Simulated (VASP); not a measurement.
Calculation: PBE GGA, VASP's PBE PAW potentials (set 64) (plane waves; VASP).

Input for VASP

KPOINTS:
```
Automatic mesh
0
Gamma
5 5 5
0 0 0
```

**INCAR**
```
# general
SYSTEM  = PbSe
PREC    = Accurate
ENCUT   = 300
LREAL   = .False.   # projection in real space or not
LASPH   = .True.   # aspherical one-centre terms

# electronic loop
EDIFF   = 1E-6
NELM    = 100   # most electronic steps
ALGO    = Normal   # blocked Davidson
LMAXMIX = 4   # l cut-off of mixed one-centre charges

# smearing
ISMEAR  = -1   # Fermi-Dirac
SIGMA   = 0.02

# functional
GGA     = PE

# ions
IBRION  = 2   # conjugate gradients
NSW     = 50
ISIF    = 3   # ions, shape and volume
EDIFFG  = -0.01   # ionic stop

# output
LWAVE   = .False.
LCHARG  = .False.
```

### POSCAR
```
PbSe
1.0
  0.0000000000   3.1359510000   3.1359510000
  3.1359510000   0.0000000000   3.1359510000
  3.1359510000   3.1359510000   0.0000000000
Pb Se
1 1
Direct
  0.0000000000   0.0000000000   0.0000000000
  0.5000000000   0.5000000000   0.5000000000
```

POTCAR, in this order: Pb_d Se (PBE.64 set). Program: vasp_std.

What VASP printed:

OSZICAR:
```
       N       E                     dE             d eps       ncg     rms          rms(c)
DAV:   1     0.132684800661E+03    0.13268E+03   -0.70816E+03   280   0.930E+02
DAV:   2     0.604974907650E+00   -0.13208E+03   -0.13014E+03   310   0.302E+02
DAV:   3    -0.838745085666E+01   -0.89924E+01   -0.89607E+01   364   0.831E+01
DAV:   4    -0.853470331171E+01   -0.14725E+00   -0.14722E+00   316   0.137E+01
DAV:   5    -0.853989337726E+01   -0.51901E-02   -0.51900E-02   380   0.220E+00    0.273E+00
DAV:   6    -0.819983506113E+01    0.34006E+00   -0.94098E-01   390   0.680E+00    0.148E+00
DAV:   7    -0.819583908184E+01    0.39960E-02   -0.13779E-01   312   0.196E+00    0.852E-01
DAV:   8    -0.819941119733E+01   -0.35721E-02   -0.16109E-02   304   0.154E+00    0.182E-01
DAV:   9    -0.819883645649E+01    0.57474E-03   -0.32833E-03   400   0.573E-01    0.660E-02
DAV:  10    -0.819894483000E+01   -0.10837E-03   -0.26622E-04   298   0.121E-01    0.205E-02
DAV:  11    -0.819895515459E+01   -0.10325E-04   -0.57489E-05   330   0.864E-02    0.601E-03
DAV:  12    -0.819895539882E+01   -0.24423E-06   -0.33112E-06   340   0.159E-02
   1 F= -.81989554E+01 E0= -.81989554E+01  d E =-.819896E+01
       N       E                     dE             d eps       ncg     rms          rms(c)
DAV:   1    -0.858379230230E+01   -0.38484E+00   -0.11217E+01   334   0.564E+01    0.329E+00
DAV:   2    -0.826011886441E+01    0.32367E+00   -0.65642E-01   340   0.149E+01    0.119E+00
DAV:   3    -0.820898091201E+01    0.51138E-01   -0.22929E-01   340   0.803E+00    0.235E-01
DAV:   4    -0.820967437161E+01   -0.69346E-03   -0.48082E-03   280   0.626E-01    0.810E-02
DAV:   5    -0.820976914044E+01   -0.94769E-04   -0.44406E-04   354   0.269E-01    0.379E-02
DAV:   6    -0.820977731195E+01   -0.81715E-05   -0.33761E-05   298   0.613E-02    0.574E-03
DAV:   7    -0.820977504791E+01    0.22640E-05   -0.23378E-06   282   0.124E-02    0.279E-03
DAV:   8    -0.820977388813E+01    0.11598E-05   -0.11982E-06   232   0.142E-02    0.949E-04
DAV:   9    -0.820977389359E+01   -0.54565E-08   -0.11013E-07   140   0.272E-03
   2 F= -.82097739E+01 E0= -.82097739E+01  d E =-.108185E-01
       N       E                     dE             d eps       ncg     rms          rms(c)
DAV:   1    -0.822193739236E+01   -0.12164E-01   -0.36766E-01   334   0.109E+01    0.571E-01
DAV:   2    -0.821202397077E+01    0.99134E-02   -0.19495E-02   340   0.247E+00    0.213E-01
DAV:   3    -0.821032827354E+01    0.16957E-02   -0.75199E-03   340   0.145E+00    0.391E-02
DAV:   4    -0.821033455477E+01   -0.62812E-05   -0.15000E-04   280   0.125E-01    0.148E-02
DAV:   5    -0.821033287146E+01    0.16833E-05   -0.30249E-05   322   0.777E-02    0.662E-03
DAV:   6    -0.821033244217E+01    0.42929E-06   -0.29730E-06   226   0.321E-02
   3 F= -.82103324E+01 E0= -.82103324E+01  d E =-.113770E-01
```

File OUTCAR:
```
------------------------ aborting loop because EDIFF is reached ----------------------------------------
  FORCE on cell =-STRESS in cart. coord.  units (eV):
  Direction    XX          YY          ZZ          XY          YZ          ZX
  --------------------------------------------------------------------------------------
  Total       -0.0000077     -0.0000077     -0.0000077      0.0000000     -0.0000000     -0.0000000
  in kB       -0.0002086     -0.0002086     -0.0002086      0.0000000     -0.0000000     -0.0000000
  external PRESSURE =      -0.0002086 kB  Pullay stress =       0.0000000 kB
  volume of cell :       59.46
      direct lattice vectors                 reciprocal lattice vectors
    -0.000000000  3.097815815  3.097815815    -0.161404044  0.161404044  0.161404044
     3.097815815  0.000000000  3.097815815     0.161404044 -0.161404044  0.161404044
     3.097815815  3.097815815 -0.000000000     0.161404044  0.161404044 -0.161404044
  FREE ENERGIE OF THE ION-ELECTRON SYSTEM (eV)
  ---------------------------------------------------
  free  energy   TOTEN  =        -8.2103324422 eV

  energy  without entropy=       -8.2103324422  energy(sigma->0) =       -8.21033244

 reached required accuracy - stopping structural energy minimisation
```
(Selected blocks of OUTCAR.)

**CONTCAR**
```
PbSe
   1.00000000000000
    -0.0000000000000000    3.0978158153929027    3.0978158153929027
     3.0978158153929027    0.0000000000000000    3.0978158153929027
     3.0978158153929027    3.0978158153929027   -0.0000000000000000
  Pb              Se
     1     1
Direct
     0.0000000000000000    0.0000000000000000    0.0000000000000000
     0.5000000000000000    0.5000000000000000    0.5000000000000000
```

At this cut-off the stress carries a Pulay error, which pulls relaxed volumes low. Energy and stress use the plane-wave basis of the starting cell.

The structure comes from a computed database's PbSe entry; how it stands against other phases isn't given here. This run relaxes it. Symmetry was kept, so distortions that lower it aren't found. The run is one of a series of settings (EDIFFG = -0.01, IBRION = 2, ISIF = 3, NSW = 50 against the base run), some of them coarse on purpose.
